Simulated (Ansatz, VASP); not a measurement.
# PtC in two plane-wave programs, part 2 of 2

Aim: how closely do two programs agree when they are given the same cell, functional and k mesh? The cell is generated by rule, not measured, and may not be a known phase. The cell is taken from a series of runs on this material, whose earlier steps may have relaxed, scaled, displaced or heated it; both programs get it as it stands.

VASP 6.6.1 and Ansatz 0.2.0.

So far: The starting structure; VASP: relaxation of cell and atoms, PBEsol, pair 1; Ansatz: relaxation of cell and atoms, PBEsol, pair 1; Comparison.

## (5) Ansatz: relaxation of cell and atoms, PBEsol, pair 2

Level of this step: Ansatz beside VASP: Kohn-Sham DFT, plane waves, PBEsol (Ansatz).

The relaxed volume is the usual yardstick between codes: in a stiff, nearly cubic crystal its relative difference is about their pressure difference at one cell divided by the bulk modulus. Its start cell is another than that of the pair before, and may be another structure of the material.

The cell is taken from a series of runs on this material, whose earlier steps may have relaxed, scaled, displaced or heated it; both programs get it as it stands.

Input file input.yaml:

```yaml
crystal:
  lattice:
    - [0.0, 2.2083729489, 2.2083729489]
    - [2.2083729489, 0.0, 2.2083729489]
    - [2.2083729489, 2.2083729489, 0.0]
  atoms:
    - { symbol: Pt, position: [0.0, 0.0, 0.0] }
    - { symbol: C, position: [0.5, 0.5, 0.5] }
kpoints:
  mp_grid: { grid: [16, 16, 16] }
hamiltonian:
  xc: pbesol
scf:
  occupations: { method: methfessel_paxton, width: 0.2 }
output:
  forces: true
  stress: true
  eigenvalues: true
relax:
  adjacent_minimum: "off"
  f_tol: 0.001
  max_steps: 60
  cell: { stress_tol: 0.01 }
```

On the command line:

```sh
$ ansatz run input.yaml --threads 4 --pin off --max-ram 7168MiB --backend cpu --events-out ev --progress --plain --runs-dir out
```

Numbers of over 12 decimals in the logs are rounded to 6 here.

Log:

```text
[...]
Crystal: 2 atoms, lattice volume = 21.540 Å³
Basis set: ecut = 420 eV, 411 PW (Γ), exchange–correlation on 48×48×48 points (8 copies of the dense FFT grid, shifted against one another)
Bands: 15, of which v1, the nominal top of the filled ones, is band 11 counted from 1 (10 counted from 0)
Symmetry: 48 space group operations
[...]
k-points: 145 of 4096
[...]
k-point 144: bands = [... 7 lower, 13.9877, 18.5327, 19.0499, 19.0499, 20.3722, 21.0129, 29.5238, 32.2750]
--- Relaxed structure (2 steps of the walk, 2 accepted, 1 SCFs on fresh bases) ---
[...]
cell:  # Å, volume = 21.5385 Å³
    - [0, 2.208318, 2.208318]
    - [2.208318, 0, 2.208318]
    - [2.208318, 2.208318, 0]
  atoms:
    - { symbol: Pt, position: [0, 0, 0] }
    - { symbol: C, position: [0.5, 0.5, 0.5] }
[key lines of the parts left out:]
SCF converged after 4 iterations
Free energy (F): -12627.700322 eV
Fermi energy:    20.211743 eV
P = ⅓ Tr σ = 0.0039 GPa (0.039 kbar)
```

## (6) VASP: relaxation of cell and atoms, PBEsol, pair 2

The same cell, functional, mesh and smearing now go to VASP, with its own data sets.

Input file INCAR:

```
SYSTEM = PtC
PREC = Accurate
ENCUT = 600
EDIFF = 1E-07
NELM = 120
ISMEAR = 1
SIGMA = 0.2
LREAL = .FALSE.
ALGO = Normal
GGA = PS
NBANDS = 13
LASPH = .TRUE.
LORBIT = 11
LWAVE = .FALSE.
LCHARG = .FALSE.
ISIF = 3
IBRION = 2
NSW = 80
EDIFFG = -0.005
GGA_COMPAT = .FALSE.
NELMIN = 4
KPAR = 2
```

Input file POSCAR:

```
PtC
1.0
    0.0000000000      2.2083730000      2.2083730000
    2.2083730000      0.0000000000      2.2083730000
    2.2083730000      2.2083730000      0.0000000000
Pt C
1 1
Direct
    0.0000000000      0.0000000000      0.0000000000
    0.5000000000      0.5000000000      0.5000000000
```

Input file KPOINTS:

```
Automatic mesh
0
Gamma
16 16 16
0 0 0
```

Potentials, in the order of the species: Pt and C (PBE family, release 64).

On the command line:

```sh
$ mpirun -np 2 vasp_std
```

Log:

```text
[banner, memory and clock lines left out]
running    2 mpi-ranks, on    1 nodes
[...]
[... a notice as in an earlier step ...]

 LDA part: xc-table for (Slater+PW92), standard interpolation
 POSCAR, INCAR and KPOINTS ok, starting setup
[...]
entering main loop
       N       E                     dE             d eps       ncg     rms          rms(c)
DAV:   1     0.607647515342E+02    0.60765E+02   -0.77508E+03  3802   0.114E+03
DAV:   2    -0.135925212925E+02   -0.74357E+02   -0.68951E+02  4575   0.224E+02
DAV:   3    -0.155181124943E+02   -0.19256E+01   -0.19077E+01  4300   0.351E+01
DAV:   4    -0.155265106997E+02   -0.83982E-02   -0.83974E-02  4160   0.271E+00
[...]
DAV:  12    -0.138057276438E+02    0.13943E-05   -0.18552E-06  3973   0.104E-02    0.741E-03
DAV:  13    -0.138057274005E+02    0.24335E-06   -0.44628E-07  4050   0.525E-03    0.841E-04
DAV:  14    -0.138057273833E+02    0.17157E-07   -0.10738E-08  1990   0.859E-04
   1 F= -.13805727E+02 E0= -.13806505E+02  d E =-.138057E+02
[...]
DAV:   3    -0.138057225884E+02    0.16936E-04   -0.34300E-05  3936   0.481E-02    0.267E-02
DAV:   4    -0.138057195162E+02    0.30722E-05   -0.12380E-05  3870   0.302E-02    0.809E-03
DAV:   5    -0.138057194329E+02    0.83301E-07   -0.66595E-07  4090   0.617E-03
   2 F= -.13805719E+02 E0= -.13806499E+02  d E =0.795044E-05
 trial-energy change:    0.000008  1 .order    0.000007   -0.000018    0.000032
 step:   0.3363(harm=  0.3524)  dis= 0.00000  next Energy=   -13.805730 (dE=-0.293E-05)
[...]
N       E                     dE             d eps       ncg     rms          rms(c)
DAV:   1    -0.138057863299E+02   -0.66814E-04   -0.10469E-03  3795   0.312E-01    0.565E-02
DAV:   2    -0.138057379868E+02    0.48343E-04   -0.24475E-04  3905   0.138E-01    0.299E-02
DAV:   3    -0.138057309593E+02    0.70275E-05   -0.15052E-05  3941   0.319E-02    0.175E-02
DAV:   4    -0.138057300948E+02    0.86445E-06   -0.54456E-06  3835   0.201E-02    0.532E-03
DAV:   5    -0.138057302139E+02   -0.11904E-06   -0.29281E-07  4030   0.409E-03    0.186E-03
DAV:   6    -0.138057302505E+02   -0.36623E-07   -0.37593E-08  1895   0.146E-03
   3 F= -.13805730E+02 E0= -.13806509E+02  d E =-.286716E-05
[...]
reached required accuracy - stopping structural energy minimisation
```

From OUTCAR (step 6):

```text
  Total        0.0005007      0.0005007      0.0005007      0.0000000     -0.0000000      0.0000000
  in kB        0.0372251      0.0372251      0.0372251      0.0000000     -0.0000000      0.0000000
  external PRESSURE =       0.0372251 kB  Pullay stress =       0.0000000 kB

 POSITION                                       TOTAL-FORCE (eV/Angst)
 -----------------------------------------------------------------------------------
      0.00000      0.00000      0.00000         0.000000      0.000000      0.000000
      2.20865      2.20865      2.20865         0.000000      0.000000     -0.000000
 -----------------------------------------------------------------------------------
    total drift:                                0.000000      0.000000      0.000000

  FREE ENERGIE OF THE ION-ELECTRON SYSTEM (eV)
  ---------------------------------------------------
  free  energy   TOTEN  =       -13.8057302505 eV

  energy  without entropy=      -13.8080664042  energy(sigma->0) =      -13.80650897

[... 2 parts as in an earlier step ...]

[... 2 further parts left out ...]
[key lines of the parts left out:]
E-fermi :  10.7778
```

The run keeps the 48 symmetry operations of its start, so it cannot find a distortion of lower symmetry.

## (7) Differences

What differs besides the data sets and the points named for the pairs above, as far as they apply: the data sets hold 22 valence electrons in Ansatz (on its default PAW (the set named soft_2) files) and 14 in VASP. Total energies have different zeros and are not compared.

Compared:

```csv
quantity,Ansatz,VASP,difference
volume (Å³),21.54,21.55,-0.05 %
"edge a after relaxation, in the typed setting (Å)",3.123,3.123,-0.02 %
```

## (8) Ansatz: relaxation of cell and atoms, PBEsol, pair 3

The relaxed volume is the usual yardstick between codes: in a stiff, nearly cubic crystal its relative difference is about their pressure difference at one cell divided by the bulk modulus. This pair takes another cell of the material, with 8 atoms against 2 for the pair before.

The cell is taken from a series of runs on this material, whose earlier steps may have relaxed, scaled, displaced or heated it; both programs get it as it stands.

input.yaml, the sections that differ from step 5:

```yaml
crystal:
  lattice:
    - [2.1380114941, -2.4557421462, 0.0]
    - [2.1380114941, 2.4557421462, 0.0]
    - [0.0, 0.0, 8.5429570167]
  atoms:
    - { symbol: Pt, position: [0.5, 0.5, 0.0] }
    - { symbol: Pt, position: [0.5, 0.5, 0.5] }
    - { symbol: Pt, position: [0.0111053012, 0.9888946988, 0.25] }
    - { symbol: Pt, position: [0.9888946988, 0.0111053012, 0.75] }
    - { symbol: C, position: [0.573258663, 0.426741337, 0.75] }
    - { symbol: C, position: [0.426741337, 0.573258663, 0.25] }
    - { symbol: C, position: [0.0, 0.0, 0.0] }
    - { symbol: C, position: [0.0, 0.0, 0.5] }
kpoints:
  mp_grid: { grid: [12, 12, 4] }
# hamiltonian, scf, output, relax: as in step 5
```

On the command line:

```sh
$ ansatz run input.yaml --threads 4 --pin off --max-ram 7168MiB --backend cpu --events-out ev --progress --plain --runs-dir out
```

Log:

```text
[...]
Crystal: 8 atoms, lattice volume = 89.708 Å³
Basis set: ecut = 420 eV, 1771 PW (Γ), exchange–correlation on 48×48×120 points (8 copies of the dense FFT grid, shifted against one another)
Bands: 53, of which v1, the nominal top of the filled ones, is band 44 counted from 1 (43 counted from 0)
Symmetry: 8 space group operations
[...]
k-points: 129 of 576
[...]
- [0.0, 0.0, 8.5429570167]
  atoms:
    - { symbol: Pt, position: [0.500000, 0.500000, 0.0] }
    - { symbol: Pt, position: [0.500000, 0.500000, 0.5] }
    - { symbol: Pt, position: [0.011105, 0.9888946988, 0.25] }
    - { symbol: Pt, position: [0.9888946988, 0.011105, 0.75] }
    - { symbol: C, position: [0.573258663, 0.426741, 0.75] }
    - { symbol: C, position: [0.426741, 0.573258663, 0.25] }
    - { symbol: C, position: [0.0, 0.0, 0.0] }
    - { symbol: C, position: [0.0, 0.0, 0.5] }
[key lines of the parts left out:]
SCF converged after 6 iterations
Free energy (F): -50511.279171 eV
Fermi energy:    19.282386 eV
P = ⅓ Tr σ = -0.0000 GPa (-0.000 kbar)
```

## (9) VASP: relaxation of cell and atoms, PBEsol, pair 3

The same cell, functional, mesh and smearing now go to VASP, with its own data sets.

INCAR, as its differences from that of step 6:

```diff
@@ -10,3 +10,3 @@
 GGA = PS
-NBANDS = 13
+NBANDS = 36
 LASPH = .TRUE.
```

Input file POSCAR:

```
PtC
1.0
    2.1380110000     -2.4557420000      0.0000000000
    2.1380110000      2.4557420000      0.0000000000
    0.0000000000      0.0000000000      8.5429570000
Pt C
4 4
Direct
    0.5000000000      0.5000000000      0.0000000000
    0.5000000000      0.5000000000      0.5000000000
    0.0111051975      0.9888948025      0.2500000000
    0.9888948025      0.0111051975      0.7500000000
    0.5732587137      0.4267412863      0.7500000000
    0.4267412863      0.5732587137      0.2500000000
    0.0000000000      0.0000000000      0.0000000000
    0.0000000000      0.0000000000      0.5000000000
```

Input file KPOINTS:

```
Automatic mesh
0
Gamma
12 12 4
0 0 0
```

On the command line:

```sh
$ mpirun -np 2 vasp_std
```

Log:

```text
[banner, memory and clock lines left out]
running    2 mpi-ranks, on    1 nodes
[...]
[... a notice as in an earlier step ...]

 LDA part: xc-table for (Slater+PW92), standard interpolation
 POSCAR, INCAR and KPOINTS ok, starting setup
[...]
entering main loop
       N       E                     dE             d eps       ncg     rms          rms(c)
DAV:   1     0.345815467134E+03    0.34582E+03   -0.31477E+04  9288   0.169E+03
DAV:   2    -0.406071108100E+02   -0.38642E+03   -0.37144E+03 10540   0.336E+02
DAV:   3    -0.623194874846E+02   -0.21712E+02   -0.20860E+02 10960   0.720E+01
DAV:   4    -0.628663133863E+02   -0.54683E+00   -0.54333E+00 10628   0.117E+01
[...]
DAV:  14    -0.556927046593E+02    0.14521E-05   -0.81460E-06 11064   0.146E-02    0.909E-03
DAV:  15    -0.556927040048E+02    0.65455E-06   -0.11864E-06 10448   0.550E-03    0.371E-03
DAV:  16    -0.556927039363E+02    0.68504E-07   -0.29586E-07  7684   0.254E-03
   1 F= -.55692704E+02 E0= -.55693889E+02  d E =-.556927E+02
[... from here on, the cycles between the ionic steps are left out ...]
   2 F= -.55692726E+02 E0= -.55693925E+02  d E =-.216910E-04
   3 F= -.55692845E+02 E0= -.55694038E+02  d E =-.141123E-03
   4 F= -.55692857E+02 E0= -.55694073E+02  d E =-.123784E-04
   5 F= -.55692873E+02 E0= -.55694079E+02  d E =-.276397E-04
[...]
reached required accuracy - stopping structural energy minimisation
```

From OUTCAR (step 9):

```text
  Total        0.0211895     -0.0241114      0.0068165      0.0000000      0.0000000      0.0000000
  in kB        0.3782648     -0.4304252      0.1216849      0.0000000      0.0000000      0.0000000
  external PRESSURE =       0.0231748 kB  Pullay stress =       0.0000000 kB

 POSITION                                       TOTAL-FORCE (eV/Angst)
 -----------------------------------------------------------------------------------
      2.13812      0.00000      0.00000        -0.000000     -0.000000      0.000000
      2.13812      0.00000      4.27148         0.000000      0.000000      0.000000
      2.13812      2.40389      2.13574         0.000000      0.002811     -0.000000
      2.13812     -2.40389      6.40721         0.000000     -0.002811      0.000000
      2.13812     -0.35846      6.40721         0.000000     -0.000077      0.000000
      2.13812      0.35846      2.13574         0.000000      0.000077     -0.000000
      0.00000      0.00000     -0.00000         0.000000     -0.000000      0.000000
      0.00000      0.00000      4.27148         0.000000      0.000000      0.000000
 -----------------------------------------------------------------------------------
    total drift:                                0.000000      0.000000     -0.000000

  FREE ENERGIE OF THE ION-ELECTRON SYSTEM (eV)
  ---------------------------------------------------
  free  energy   TOTEN  =       -55.6928726990 eV

  energy  without entropy=      -55.6964912957  energy(sigma->0) =      -55.69407890

[... 1 part as in an earlier step ...]

[... 3 further parts left out ...]
[key lines of the parts left out:]
E-fermi :  10.2237
```

The run keeps the 8 symmetry operations of its start, so it cannot find a distortion of lower symmetry.

## (10) Differences

What differs besides the data sets and the points named for the pairs above, as far as they apply: the data sets hold 88 valence electrons in Ansatz (on its default PAW (the set named soft_2) files) and 56 in VASP. Total energies have different zeros and are not compared.

The two programs side by side:

```csv
quantity,Ansatz,VASP,difference
volume (Å³),89.71,89.75,-0.05 %
"edge a after relaxation, in the typed setting (Å)",3.256,3.257,-0.03 %
"edge c after relaxation, in the typed setting (Å)",8.543,8.543,+0.00 %
```

## (11) Outcome

```yaml
difference_in_volume_relaxation_of_cell_and_atoms_pbesol_pair_1: -0.14 %
difference_in_volume_relaxation_of_cell_and_atoms_pbesol_pair_2: -0.045 %
difference_in_volume_relaxation_of_cell_and_atoms_pbesol_pair_3: -0.047 %
```

In words: The difference in volume is -0.14 % (relaxation of cell and atoms, PBEsol, pair 1), within the 1.2 % picked in this series as the mark of a large difference, as far as the stopping tolerances let one tell. The data sets hold unlike numbers of valence electrons (22 in Ansatz and 14 in VASP and 88 in Ansatz and 56 in VASP), so part of the differences comes from the potentials. 5 further runs of this series are not shown here. How closely two codes agree says nothing of how well the functional describes the real material.

[Lines on the potential files, build, host, timing and source positions are cut from VASP's logs without a mark.]

[Logs are printed without paths, hosts, clocks, repeated set-up lines and the standing remarks that a program may print on its own settings, such as how far it seeks lower states.]

[Hosts, paths, dates, database ids (printed as entryN), source tags and the programs' standing remarks are cut or masked in the printed files.]
